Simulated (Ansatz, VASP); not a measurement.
**VOs in two plane-wave programs**

Wanted: the spread between two codes on one cell, functional and k mesh. The cell is taken from a series of runs on this material, whose earlier steps may have relaxed, scaled, displaced or heated it; both programs get it as it stands.

Method: plane waves, with VASP 6.6.1 beside it; relaxation of cell and atoms at PBEsol and zone-centre phonons at PBEsol, in Ansatz 0.2.0.

### 1. The starting structure

It takes space group Pm-3m (No. 221, cubic). Conventional cell: a = 2.988 Å, b = 2.988 Å, c = 2.988 Å, α = 90.00°, β = 90.00°, γ = 90.00°. Nearest to V lie 8 Os at 2.59 Å. Nearest to Os lie 8 V at 2.59 Å. Farther neighbours are not listed.

Coordinates:

```
V Os
1.0
     2.98771    0.00000    0.00000
     0.00000    2.98771    0.00000
     0.00000    0.00000    2.98771
V Os
1 1
Direct
  0.00000 0.00000 0.00000
  0.50000 0.50000 0.50000
```

### 2. VASP: relaxation of cell and atoms, PBEsol

The relaxed volume is the usual yardstick between codes: in a stiff, nearly cubic crystal its relative difference is about their pressure difference at one cell divided by the bulk modulus.

Lines of VASP's logs that name or quote its potential files are left out, and so is its time.

File INCAR:

```
SYSTEM = VOs
PREC = Accurate
ENCUT = 600
EDIFF = 1E-07
NELM = 120
ISMEAR = 0
SIGMA = 0.1
LREAL = .FALSE.
ALGO = Normal
GGA = PS
NBANDS = 16
LASPH = .TRUE.
LORBIT = 11
LWAVE = .FALSE.
LCHARG = .FALSE.
ISIF = 3
IBRION = 2
NSW = 80
EDIFFG = -0.005
GGA_COMPAT = .FALSE.
NELMIN = 4
KPAR = 2
```

File POSCAR:

```
VOs
1.0
    2.9877100000      0.0000000000      0.0000000000
    0.0000000000      2.9877100000      0.0000000000
    0.0000000000      0.0000000000      2.9877100000
V Os
1 1
Direct
    0.0000000000      0.0000000000      0.0000000000
    0.5000000000      0.5000000000      0.5000000000
```

File KPOINTS:

```
Automatic mesh
0
Gamma
14 14 14
0 0 0
```

PAW data sets: V_sv and Os (PBE family, release 64).

Launch:

```console
$ mpirun -np 2 vasp_std
```

Numbers of over 12 decimals in the logs are rounded to 6 here.

The program printed:

```text
[banner, memory and clock lines left out]
running    2 mpi-ranks, on    1 nodes
 distrk:  each k-point on    1 cores,    2 groups
 distr:  one band on    1 cores,    1 groups

 POSCAR found type information on POSCAR V Os
 POSCAR found :  2 types and       2 ions
|                                                                             |
|               ----> ADVICE to this user running VASP <----                  |
|                                                                             |
|     You enforced a specific xc type in the INCAR file but a different       |
|     [... a line on the potential file left out ...]
|     I HOPE YOU KNOW WHAT YOU ARE DOING!                                     |
|                                                                             |

 LDA part: xc-table for (Slater+PW92), standard interpolation
 POSCAR, INCAR and KPOINTS ok, starting setup
 FFT: planning ... GRIDC
 FFT: planning ... GRID_SOFT
 FFT: planning ... GRID
 WAVECAR not read
 entering main loop
       N       E                     dE             d eps       ncg     rms          rms(c)
DAV:   1     0.186860868842E+03    0.18686E+03   -0.11687E+04  3840   0.153E+03
DAV:   2    -0.180829143497E+02   -0.20494E+03   -0.19964E+03  4192   0.444E+02
DAV:   3    -0.248848452145E+02   -0.68019E+01   -0.67035E+01  4344   0.812E+01
DAV:   4    -0.249600948030E+02   -0.75250E-01   -0.75067E-01  4112   0.898E+00
DAV:   5    -0.249607556654E+02   -0.66086E-03   -0.66069E-03  4496   0.828E-01    0.265E+01
DAV:   6    -0.241466894388E+02    0.81407E+00   -0.23510E+01  4176   0.450E+01    0.156E+01
DAV:   7    -0.229039825588E+02    0.12427E+01   -0.20132E+01  4768   0.369E+01    0.850E+00
DAV:   8    -0.223547456227E+02    0.54924E+00   -0.23147E+00  4128   0.145E+01    0.105E+00
DAV:   9    -0.223429589177E+02    0.11787E-01   -0.12734E-01  4656   0.233E+00    0.761E-01
DAV:  10    -0.223383290616E+02    0.46299E-02   -0.47230E-02  4352   0.218E+00    0.421E-01
DAV:  11    -0.223378835692E+02    0.44549E-03   -0.38303E-03  4176   0.588E-01    0.893E-02
DAV:  12    -0.223378415020E+02    0.42067E-04   -0.34758E-04  4144   0.217E-01    0.184E-02
DAV:  13    -0.223378399929E+02    0.15091E-05   -0.90323E-06  4176   0.382E-02    0.103E-02
DAV:  14    -0.223378399394E+02    0.53496E-07   -0.88807E-07  4080   0.875E-03
   1 F= -.22337840E+02 E0= -.22330284E+02  d E =-.223378E+02
 curvature:   0.00 expect dE= 0.000E+00 dE for cont linesearch  0.000E+00
 trial: gam= 0.00000 g(F)=  0.000E+00 g(S)=  0.544E-03 ort = 0.000E+00 (trialstep = 0.100E+01)
 search vector abs. value=  0.544E-03
 bond charge predicted
       N       E                     dE             d eps       ncg     rms          rms(c)
DAV:   1    -0.223483057551E+02   -0.10466E-01   -0.22473E-01  3840   0.623E+00    0.124E+00
DAV:   2    -0.223571153487E+02   -0.88096E-02   -0.22003E-01  4272   0.448E+00    0.128E+00
DAV:   3    -0.223376685244E+02    0.19447E-01   -0.10199E-01  4504   0.260E+00    0.216E-01
DAV:   4    -0.223373785784E+02    0.28995E-03   -0.40668E-03  3856   0.609E-01    0.122E-01
DAV:   5    -0.223374074331E+02   -0.28855E-04   -0.66354E-04  4072   0.218E-01    0.805E-02
DAV:   6    -0.223373471277E+02    0.60305E-04   -0.22861E-04  4312   0.121E-01    0.216E-02
DAV:   7    -0.223373476626E+02   -0.53496E-06   -0.59608E-06  3920   0.248E-02    0.158E-02
DAV:   8    -0.223373477460E+02   -0.83400E-07   -0.27041E-06  3936   0.171E-02    0.789E-03
DAV:   9    -0.223373479013E+02   -0.15527E-06   -0.11452E-06  3856   0.993E-03    0.877E-03
DAV:  10    -0.223373478732E+02    0.28047E-07   -0.12462E-08  1944   0.113E-03
   2 F= -.22337348E+02 E0= -.22329734E+02  d E =0.492066E-03
 trial-energy change:    0.000492  1 .order    0.000463   -0.000544    0.001471
 step:   0.2539(harm=  0.2701)  dis= 0.00000  next Energy=   -22.337909 (dE=-0.686E-04)
 bond charge predicted
       N       E                     dE             d eps       ncg     rms          rms(c)
DAV:   1    -0.223438686409E+02   -0.65207E-02   -0.12425E-01  3840   0.463E+00    0.910E-01
DAV:   2    -0.223477780067E+02   -0.39094E-02   -0.11107E-01  4216   0.318E+00    0.932E-01
DAV:   3    -0.223381620388E+02    0.96160E-02   -0.55164E-02  4536   0.191E+00    0.174E-01
DAV:   4    -0.223379237641E+02    0.23827E-03   -0.24436E-03  3856   0.489E-01    0.925E-02
DAV:   5    -0.223379324777E+02   -0.87136E-05   -0.24775E-04  3896   0.156E-01    0.494E-02
DAV:   6    -0.223379120518E+02    0.20426E-04   -0.90427E-05  3984   0.873E-02    0.840E-03
DAV:   7    -0.223379123071E+02   -0.25523E-06   -0.29432E-06  4016   0.156E-02    0.822E-03
DAV:   8    -0.223379119434E+02    0.36366E-06   -0.90189E-07  3904   0.796E-03    0.255E-03
DAV:   9    -0.223379119837E+02   -0.40322E-07   -0.53493E-08  1936   0.209E-03
   3 F= -.22337912E+02 E0= -.22330342E+02  d E =-.720443E-04
 curvature:  -0.13 expect dE=-0.196E-06 dE for cont linesearch -0.196E-06
 trial: gam=-0.04899 g(F)=  0.102E-67 g(S)=  0.145E-05 ort = 0.281E-04 (trialstep = 0.851E+00)
 search vector abs. value=  0.397E-08
 reached required accuracy - stopping structural energy minimisation
```

Parts of OUTCAR (step 2):

```text
ion  position               nearest neighbor table
   1  0.000  0.000  0.000-   2 2.59   2 2.59   2 2.59   2 2.59   2 2.59   2 2.59   2 2.59   2 2.59

  LATTYP: Found a simple cubic cell.
 ALAT       =     2.9877100000

 Subroutine GETGRP returns: Found 48 space group operations
 (whereof 48 operations were pure point group operations)

The static configuration has the point symmetry O_h .

 Found    120 irreducible k-points:

   k-points           NKPTS =    120   k-points in BZ     NKDIM =    120   number of bands    NBANDS=     16

   dimension x,y,z NGX =    24 NGY =   24 NGZ =   24
   dimension x,y,z NGXF=    48 NGYF=   48 NGZF=   48

   ENCUT  =  600.0 eV  44.10 Ry    6.64 a.u.   5.97  5.97  5.97*2*pi/ulx,y,z

   NELECT =      21.0000    total number of electrons

 k-points in reciprocal lattice and weights: Automatic mesh
   0.00000000  0.00000000  0.00000000       0.000
   0.07142857  0.00000000  0.00000000       0.002
   0.14285714  0.00000000  0.00000000       0.002
   0.21428571  0.00000000  0.00000000       0.002
   0.28571429  0.00000000  0.00000000       0.002
   0.35714286  0.00000000  0.00000000       0.002
   0.42857143  0.00000000  0.00000000       0.002
   0.50000000  0.00000000  0.00000000       0.001
   0.07142857  0.07142857  0.00000000       0.004
[...]
0.50000000  0.50000000  0.42857143       0.002
   0.50000000  0.50000000  0.50000000       0.000

 average (electrostatic) potential at core
       1 -70.4907       2 -42.1585

 E-fermi :  10.3832

 k-point     1 :       0.0000    0.0000    0.0000
  band No.  band energies     occupation
    ...
      6       4.0091      2.00000
      7       4.0091      2.00000
      8       8.2284      2.00000
      9       8.2284      2.00000
     10       8.2284      2.00000
     11      11.2021      0.00000
     12      11.2021      0.00000
     13      13.0505      0.00000
     14      13.0505      0.00000
     15      13.0505      0.00000
    ...

 k-point     2 :       0.0714    0.0000    0.0000
  band No.  band energies     occupation
    ...
      6       4.0662      2.00000
      7       4.1009      2.00000
      8       8.2101      2.00000
      9       8.2102      2.00000
     10       8.2750      2.00000
     11      11.0899      0.00000
     12      11.2430      0.00000
     13      12.8035      0.00000
     14      12.8036      0.00000
     15      12.9793      0.00000
    ...

 k-point     3 :       0.1429    0.0000    0.0000
  band No.  band energies     occupation
    ...
      6       4.2350      2.00000
      7       4.3647      2.00000
      8       8.1622      2.00000
      9       8.1622      2.00000
     10       8.4130      2.00000
     11      10.7685      0.00000
     12      11.3594      0.00000
     13      12.2120      0.00000
     14      12.2120      0.00000
     15      12.7728      0.00000
    ...

  Total        0.0044796      0.0044796      0.0044796      0.0000000      0.0000000     -0.0000000
  in kB        0.2686873      0.2686873      0.2686873      0.0000000      0.0000000     -0.0000000
  external PRESSURE =       0.2686873 kB  Pullay stress =       0.0000000 kB

  energy-cutoff  :      600.00
  volume of cell :       26.71
      direct lattice vectors                 reciprocal lattice vectors
     2.989296496  0.000000000 -0.000000000     0.334526870 -0.000000000  0.000000000
     0.000000000  2.989296496  0.000000000    -0.000000000  0.334526870 -0.000000000
    -0.000000000  0.000000000  2.989296496     0.000000000 -0.000000000  0.334526870

 POSITION                                       TOTAL-FORCE (eV/Angst)
 -----------------------------------------------------------------------------------
      0.00000      0.00000      0.00000         0.000000     -0.000000      0.000000
      1.49465      1.49465      1.49465        -0.000000      0.000000      0.000000
 -----------------------------------------------------------------------------------
    total drift:                                0.000000      0.000000      0.000000

  FREE ENERGIE OF THE ION-ELECTRON SYSTEM (eV)
  ---------------------------------------------------
  free  energy   TOTEN  =       -22.3379119837 eV

  energy  without entropy=      -22.3227714101  energy(sigma->0) =      -22.33034170

 reached required accuracy - stopping structural energy minimisation

 total charge
# of ion       s       p       d       tot
------------------------------------------
    1        2.327   6.304   3.070  11.701
    2        0.696   0.712   6.034   7.442
--------------------------------------------------
tot          3.023   7.016   9.104  19.143

[... 3 further parts left out ...]
```

This run has no spin polarisation, so a moment on V, if there is one, isn't seen. Its electron count is odd, so without a moment it is a metal by construction.

### 3. Ansatz: relaxation of cell and atoms, PBEsol

Ansatz runs on its PAW soft_1 files.

The same cell, functional, mesh and smearing now go to Ansatz, which takes its cutoff from its data sets.

File input.yaml:

```yaml
crystal:
  lattice:
    - [2.9877097768, 0.0, 0.0]
    - [0.0, 2.9877097768, 0.0]
    - [0.0, 0.0, 2.9877097768]
  atoms:
    - { symbol: V, position: [0.0, 0.0, 0.0] }
    - { symbol: Os, position: [0.5, 0.5, 0.5] }
kpoints:
  mp_grid: { grid: [14, 14, 14] }
hamiltonian:
  xc: pbesol
  pseudopotentials: { kind: paw, azcp: { folder: soft_1 }, xc_functional: pbe }
scf:
  occupations: { method: gaussian, width: 0.1 }
output:
  forces: true
  stress: true
  eigenvalues: true
  write_density: true
  write_potential: true
  elf: true
  volumetric_format: npy
relax:
  adjacent_minimum: "off"
  f_tol: 0.005
  max_steps: 80
  cell: { stress_tol: 0.05 }
```

Launch:

```console
$ ansatz run input.yaml --threads 4 --pin off --max-ram 10240MiB --backend cpu --events-out ev --progress --plain --runs-dir out
```

The program printed:

```text
Engine: ansatz 0.2.0, aarch64-unknown-linux-gnu
Pseudopotentials: kind: paw
Pseudopotential: V, paw, valence charge 13, recommended cutoff 420 eV (normal), soft_1/V.paw.azcp
Pseudopotential: Os, paw, valence charge 16, recommended cutoff 420 eV (normal), soft_1/Os.paw.azcp
Functional definition: PBEsol
  exchange = pbesol_x
  correlation = pbesol_c
Crystal: 2 atoms, lattice volume = 26.670 Å³
Basis set: ecut = 420 eV, 485 PW (Γ), exchange–correlation on 40×40×40 points (8 copies of the dense FFT grid, shifted against one another)
Bands: 19, of which v1, the nominal top of the filled ones, is band 15 counted from 1 (14 counted from 0)
Symmetry: 48 space group operations
Space group: Pm-3m (ITA 221), of the structure as read, at distance tolerance 3.0e-5 Å
k-points: 120 of 2744
Non-local potential: V, projectors of the file, l = 0: 3, l = 1: 2, l = 2: 3, l = 3: 1
Non-local potential: Os, projectors of the file, l = 0: 3, l = 1: 2, l = 2: 2, l = 3: 1
PAW form: soft (Blöchl's): semilocal exchange-correlation on the pseudo side does not see the compensation charge
PAW frozen core: V, regenerated for the run's functional, and the local potential with it (the file was generated under x = pbe(κ = 0.804, μ = 0.219515), c = pbe(β = 0.066725))
PAW frozen core: Os, regenerated for the run's functional, and the local potential with it (the file was generated under x = pbe(κ = 0.804, μ = 0.219515), c = pbe(β = 0.066725))
PAW one-centre angular grid: V, 590 points (default); XC on 64 Gauss nodes
PAW one-centre angular grid: Os, 590 points (default); XC on 64 Gauss nodes
Initial density: superposition of atomic densities (chi_scale 0.1, normalization cell, long waves kept (reshape's long-wave potential 0.00 eV rms))
Initial wavefunctions: pseudopotential atomic-orbital guess
Functional: x = pbesol(κ = 0.804, μ = 0.123457), c = pbesol(β = 0.046)
SCF iter   1: F=—  HF=-14139.570424 eV  |F-HF|=—  |Δ(HF+E_count)|=         —  Δρ=1.68e-1  dr2=1.16e1  ethr=3.10e-3  ⟨swp⟩=4.5  Hψ=8787  notcnv=0
preconditioner: auto → none  [metal: Δε(μ)=0.020 eV  Ē_g=5.226 eV  σ=0.100 eV  W_gap=0.11  n_scr=6 (ndim 8)  ℏωp=25.9 eV  f_vac=0.000  D(μ)=2.21/eV (n_scr^D=26)  sad-step TF]
SCF iter   2: F=—  HF=-14138.939204 eV  |F-HF|=—  |Δ(HF+E_count)|=   6.31e-1  Δρ=1.47e-1  dr2=8.98e0  ethr=3.10e-3  ⟨swp⟩=2.4  Hψ=4352  notcnv=0  defer=55
SCF iter   3: F=—  HF=-14138.117411 eV  |F-HF|=—  |Δ(HF+E_count)|=   8.22e-1  Δρ=3.18e-2  dr2=4.64e-1  ethr=3.10e-3  ⟨swp⟩=2.1  Hψ=3636  notcnv=0  defer=55
SCF iter   4: F=—  HF=-14138.066455 eV  |F-HF|=—  |Δ(HF+E_count)|=   5.10e-2  Δρ=7.82e-3  dr2=1.49e-2  ethr=1.60e-3  ⟨swp⟩=2.1  Hψ=3580  notcnv=0  defer=49
SCF iter   5: F=—  HF=-14138.063982 eV  |F-HF|=—  |Δ(HF+E_count)|=   2.47e-3  Δρ=1.04e-3  dr2=3.85e-4  ethr=5.12e-5  ⟨swp⟩=2.1  Hψ=3498  notcnv=0  defer=46
SCF iter   6: F=—  HF=-14138.063936 eV  |F-HF|=—  |Δ(HF+E_count)|=   4.68e-5  Δρ=1.04e-4  dr2=3.24e-6  ethr=1.33e-6  ⟨swp⟩=1.7  Hψ=2532  notcnv=0  defer=46
SCF iter   7: F=—  HF=-14138.064022 eV  |F-HF|=—  |Δ(HF+E_count)|=   8.65e-5  Δρ=5.31e-6  dr2=7.36e-9  ethr=3.45e-10  ⟨swp⟩=8.0  Hψ=14784  notcnv=0
SCF iter   8: F=-14138.064022 eV  HF=-14138.064022 eV  |F-HF|=1.60e-10  |Δ(HF+E_count)|=  6.91e-11  Δρ=7.48e-7  dr2=1.73e-10  ethr=2.54e-11  ⟨swp⟩=4.2  Hψ=11344  notcnv=0
the search or the solves at the SCF's close seem to have found levels that the self-consistency loop had missed (the run counts 2). By its estimate they hold under 1e-12 electrons; where the run keeps them, the occupations were computed again with them
SCF 1 converged in 8 iterations: F = -14138.064022 eV  dr2 = 1.73e-10
  greatest PAW one-centre occupation: 1.000 electrons in one spin orbital (limit 2), on the V atom at site 0 (counted from 0), in its partial waves of l = 0
relax step   1: F+E_penalty+E_count = -14138.06402197 eV  Δ(F+E_penalty+E_count) = +0.000e0 eV  max|allowed force component| = 2.761e-30 eV/Å  Δτ_max = 0.0000 Å  P = +0.124 GPa  Ω = 26.670 Å³  (8 SCF iters, dr2 threshold 1.00e-7 eV, accepted)
[...]
relax step   2: F+E_penalty+E_count = -14138.06400232 eV  Δ(F+E_penalty+E_count) = +1.965e-5 eV  max|allowed force component| = 8.710e-30 eV/Å  Δτ_max = 0.0000 Å  P = -0.102 GPa  Ω = 26.689 Å³  energy of the carried Pulay correction = -2.094e-5 eV  (6 SCF iters, accepted)
[...]
relax step   3: F+E_penalty+E_count = -14138.06401455 eV  Δ(F+E_penalty+E_count) = -1.223e-5 eV  max|allowed force component| = 1.295e-29 eV/Å  Δτ_max = 0.0000 Å  P = -0.000 GPa  Ω = 26.680 Å³  energy of the carried Pulay correction = -1.147e-5 eV  (6 SCF iters, accepted)
[...]
relax step   4: F+E_penalty+E_count = -14138.06403162 eV  Δ(F+E_penalty+E_count) = -1.707e-5 eV  max|allowed force component| = 1.709e-30 eV/Å  Δτ_max = 0.0000 Å  P = -0.000 GPa  Ω = 26.680 Å³  stress off target by 3.47e-4 GPa  SCF on the basis re-selected at this cell (its energy is not comparable with the rows above)  (8 SCF iters)
basis re-selected at this cell: Δ(F+E_penalty+E_count) = -1.707e-5 eV, ΔP = -0.000 GPa vs the last step (what re-selecting the basis moved, of the pressure what is left beyond the Pulay correction that the steps carried, after the strain that the cell walked since its last selection, with what the two solves' SCF thresholds leave and, on support functions, any second-order correction that the steps lacked; it is no m [...]
SCF converged after 8 iterations
Free energy (F): -14138.064032 eV
Harris-Foulkes:  -14138.064032 eV  (|F-HF|=5.46e-12)
Internal energy: -14138.049067 eV  (E = F + TS)
E sigma→0 (E₀):  -14138.056549 eV
Entropy (-TS):   -0.014965 eV (-7.482 meV/atom)
Fermi energy:    22.528066 eV
--- Per-component energies (eV) ---
  E_band       = -205.473744
  E_kinetic    = 788.126405
  E_local      = -1855.523362  (includes V_loc(G=0)·N_el)
  E_nonlocal   = 281.447772
  E_hartree    = 717.704924
  E_xc         = -347.725232
  E_vxc        = -392.307990  (∫ρ·V_xc dr)
  E_paw        = -10013.162760  (= ΣΔE_a)
  E_vpaw       = -462.627936  (= ΣTr[D̂ρ^β])
  E_aug_tail   = 0.001519  (compensation charges beyond the density's cutoff)
  E_ewald      = -3709.316010
  E_core_change = 0.397677  (= ΣΔE_core)
  E_smearing   = -0.014965  (= −TS)
  E_closure    = -0.000000  (closes the sum)
  Σ components = -14138.064032   (vs F -14138.064032, Δ=0.00e0)
--- Forces (eV/Å), atoms counted from 1 ---
  atom   1  V      0.00000000    -0.00000000     0.00000000
  atom   2  Os    -0.00000000     0.00000000     0.00000000
  max |Σ_I F_I| component: 2.89e-30 eV/Å
--- Stress (GPa, compression-positive) ---
       -0.000347       0.000000      -0.000000
        0.000000      -0.000347      -0.000000
       -0.000000      -0.000000      -0.000347
  P = ⅓ Tr σ = -0.0003 GPa (-0.003 kbar)
--- Band table (eV; the first three rows and the last of 120) ---
  k-point 0: bands = [... 11 lower, 20.3755, 20.3755, 20.3755, 23.3603, 23.3603, 25.2210, 25.2210, 25.2210]
  k-point 1: bands = [... 11 lower, 20.3572, 20.3572, 20.4223, 23.2460, 23.4017, 24.9698, 24.9698, 25.1488]
  k-point 2: bands = [... 11 lower, 20.3090, 20.3090, 20.5608, 22.9190, 23.5194, 24.3706, 24.3706, 24.9394]
  k-point 119: bands = [... 11 lower, 20.0587, 20.0587, 20.0587, 23.5715, 23.5715, 24.1271, 24.1271, 29.9390]
--- Relaxed structure (3 steps of the walk, 3 accepted, 1 SCFs on fresh bases) ---
  F+E_penalty+E_count = -14138.06403162 eV   max|allowed force component| = 1.709e-30 eV/Å   (the final SCF, on the basis selected at the relaxed cell)
  cell:  # Å, volume = 26.6800 Å³
    - [2.988102, 0, 0]
    - [0, 2.988102, 0]
    - [0, 0, 2.988102]
  atoms:
    - { symbol: V, position: [0, 0, 0] }
    - { symbol: Os, position: [0.5, 0.5, 0.5] }
```

In the SCF lines HF is the Harris–Foulkes energy and dr2 the Hartree energy of the density residual, in eV; the loop may stop once dr2 is under the threshold and the program's other checks hold. Hψ counts applications of the Hamiltonian.

### 4. Side by side

Known differences besides the potentials themselves: the data sets hold 29 valence electrons in Ansatz (on its PAW soft_1 files) and 21 in VASP; the cutoff is 420 eV in Ansatz and 600 eV in VASP; Ansatz makes its cores anew for this functional, VASP keeps those of its PBE data sets; Ansatz adds a Pulay correction to the stress that steers its cell, VASP none. Total energies have different zeros and are not compared.

Both answers:

```tsv
quantity	Ansatz	VASP	difference
volume (Å³)	26.68	26.71	-0.12 %
edge a after relaxation, in the typed setting (Å)	2.988	2.989	-0.04 %
```

[end of part 1 of 2]

[Lines on the potential files, build, host, timing and source positions are cut from VASP's logs without a mark.]

[Logs are printed without paths, hosts, clocks, repeated set-up lines and the standing remarks that a program may print on its own settings, such as how far it seeks lower states.]

[Hosts, paths, dates, database ids (printed as entryN), source tags and the programs' standing remarks are cut or masked in the printed files.]
